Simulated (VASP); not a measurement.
An input for Ansatz (written as the equivalent of a VASP run, and not itself run):

Ansatz 0.2 input:
```yaml
crystal:
  lattice:
    - [0.0000000, 2.4369886, 2.4369886]
    - [2.4369886, 0.0000000, 2.4369886]
    - [2.4369886, 2.4369886, 0.0000000]
  atoms:
    - { symbol: Be, position: [1.0000000, 0.0000000, 0.0000000] }
    - { symbol: S, position: [0.2500000, 0.2500000, 0.2500000] }
kpoints:
  mp_grid: { grid: [8, 8, 8] }
hamiltonian:
  xc: r2scan
  pseudopotentials: { kind: paw }
scf:
  occupations: { method: gaussian, width: 0.05 }
  max_iter: 100
output: { forces: true, stress: true, eigenvalues: true }
```

Task: Write the VASP files for the same calculation (r2SCAN).

Result: One answer among several that fit: 
### KPOINTS
```
Automatic
0
gamma
  8 8 8
```

File POSCAR:
```
BeS
1
    0.0000000000     2.4369885847     2.4369885847
    2.4369885847     0.0000000000     2.4369885847
    2.4369885847     2.4369885847     0.0000000000
Be S
1 1
Direct
  1.0000000000   0.0000000000   0.0000000000
  0.2500000000   0.2500000000   0.2500000000
```

### INCAR
```
# general
SYSTEM  = BeS
PREC    = Accurate
ENCUT   = 480   # plane-wave cut-off (eV)
LREAL   = .FALSE.
LASPH   = .TRUE.

# electronic loop
EDIFF   = 1E-7   # SCF stop (eV)
NELM    = 100   # most electronic steps
ALGO    = Normal
LMIXTAU = .TRUE.

# smearing
ISMEAR  = 0
SIGMA   = 0.05   # width (eV)

# functional
METAGGA = R2SCAN

# ions
ISIF    = 2   # forces and stress, cell fixed

# output
LWAVE   = .FALSE.
LCHARG  = .FALSE.
```

POTCAR, in this order: Be S (PBE.64 set). Program: vasp_std.

Limits of the translation: each code has its own PAW files, so the cut-off isn't converted (ENCUT is set for VASP's; basis.ecutwfc is left out, and Ansatz then takes the one that its files recommend); Ansatz stops its SCF on the density residual and VASP on the energy change (EDIFF).

The compound is BeS in the zinc blende structure. It was relaxed first.
